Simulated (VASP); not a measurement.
# AlN: band structure with PBE

**Experimental background.**

From “Structural and optical properties of self-assembled AlN nanowires grown on SiO2/Si substrates by molecular beam epitaxy”, 2024, arxiv:2402.00216, for a bulk crystal of AlN at 0 K: band gap 6.0343 eV (an exciton energy, a little under the gap).

The system is AlN.

```xyz
4
Lattice="3.1280 0.0000 0.0000 -1.5640 2.7090 0.0000 0.0000 0.0000 5.0151" Properties=species:S:1:pos:R:3 pbc="T T T"
Al    0.0000    1.8060    5.0113
Al    1.5640    0.9030    2.5038
N     0.0000    1.8060    1.9095
N     1.5640    0.9030    4.4171
```

```
Program                : VASP 6.6.1
Task                   : band structure
Functional             : PBE
Potentials or basis    : VASP PAW PBE potentials, release 64 (Al, N)
Cutoff                 : 700 eV
k mesh                 : 12 × 12 × 6
Occupations            : gaussian, width 0.02 eV
Spin                   : no spin polarisation
Further INCAR settings : ALGO = Fast; EDIFF = 1e-07; NBANDS = 16
```

```json
{
  "Pressure": "0.0 GPa",
  "Band gap on the k mesh": "4.06 eV, direct",
  "Band gap along the path": "4.06 eV, direct"
}
```

Levels at the corners of the path, in eV from the valence-band top:
| point | band 4 | band 5 | band 6 | band 7 | band 8 | band 9 | band 10 | band 11 | band 12 | band 13 |
| --- | --- | --- | --- | --- | --- | --- | --- | --- | --- | --- |
| Γ | -0.84 | -0.84 | -0.20 | -0.20 | 0.00 | 4.06 | 6.53 | 10.47 | 11.04 | 11.04 |
| M | -4.13 | -3.30 | -2.06 | -1.75 | -0.68 | 5.77 | 5.77 | 8.04 | 10.16 | 10.82 |
| M | -4.13 | -3.30 | -2.06 | -1.75 | -0.68 | 5.77 | 5.77 | 8.04 | 10.16 | 10.82 |
| K | -3.76 | -3.76 | -2.41 | -2.35 | -2.35 | 5.05 | 8.29 | 9.56 | 9.56 | 11.33 |
| K | -3.76 | -3.76 | -2.41 | -2.35 | -2.35 | 5.05 | 8.29 | 9.56 | 9.56 | 11.33 |
| Γ | -0.84 | -0.84 | -0.20 | -0.20 | 0.00 | 4.06 | 6.53 | 10.47 | 11.04 | 11.04 |
| Γ | -0.84 | -0.84 | -0.20 | -0.20 | 0.00 | 4.06 | 6.53 | 10.47 | 11.04 | 11.04 |
| A | -3.30 | -0.53 | -0.53 | -0.53 | -0.53 | 6.33 | 6.33 | 10.18 | 10.18 | 11.36 |
| A | -3.30 | -0.53 | -0.53 | -0.53 | -0.53 | 6.33 | 6.33 | 10.18 | 10.18 | 11.36 |
| L | -5.53 | -1.44 | -1.44 | -1.35 | -1.35 | 5.25 | 5.25 | 9.15 | 9.15 | 11.62 |
| L | -5.53 | -1.44 | -1.44 | -1.35 | -1.35 | 5.25 | 5.25 | 9.15 | 9.15 | 11.62 |
| H | -4.78 | -3.79 | -3.79 | -0.79 | -0.79 | 7.36 | 7.36 | 7.72 | 7.72 | 11.71 |
| H | -4.78 | -3.79 | -3.79 | -0.79 | -0.79 | 7.36 | 7.36 | 7.72 | 7.72 | 11.71 |
| A | -3.30 | -0.53 | -0.53 | -0.53 | -0.53 | 6.33 | 6.33 | 10.18 | 10.18 | 11.36 |
| L | -5.53 | -1.44 | -1.44 | -1.35 | -1.35 | 5.25 | 5.25 | 9.15 | 9.15 | 11.62 |
| M | -4.13 | -3.30 | -2.06 | -1.75 | -0.68 | 5.77 | 5.77 | 8.04 | 10.16 | 10.82 |
| K | -3.76 | -3.76 | -2.41 | -2.35 | -2.35 | 5.05 | 8.29 | 9.56 | 9.56 | 11.33 |
| H | -4.78 | -3.79 | -3.79 | -0.79 | -0.79 | 7.36 | 7.36 | 7.72 | 7.72 | 11.71 |

Wall time 2.2 min on 1 thread of Intel(R) Xeon(R) Platinum 8259CL CPU @ 2.50GHz (Skylake/Cascade Lake) (shared host), peak memory 0.26 GiB.

Against the measured gap of AlN, 6.0343 eV (an exciton energy, a little under the gap; 0 K; quoted in “Structural and optical properties of self-assembled AlN nanowires grown on SiO2/Si substrates by molecular beam epitaxy”, 2024, arxiv:2402.00216), the calculated 4.06 eV is off by -1.97 eV. 2 values of this kind are on record (6.034 to 6.0343 eV); this one was drawn at random. The value is that of PBE, without temperature or zero-point motion. Semilocal functionals fall short of measured gaps as a rule.
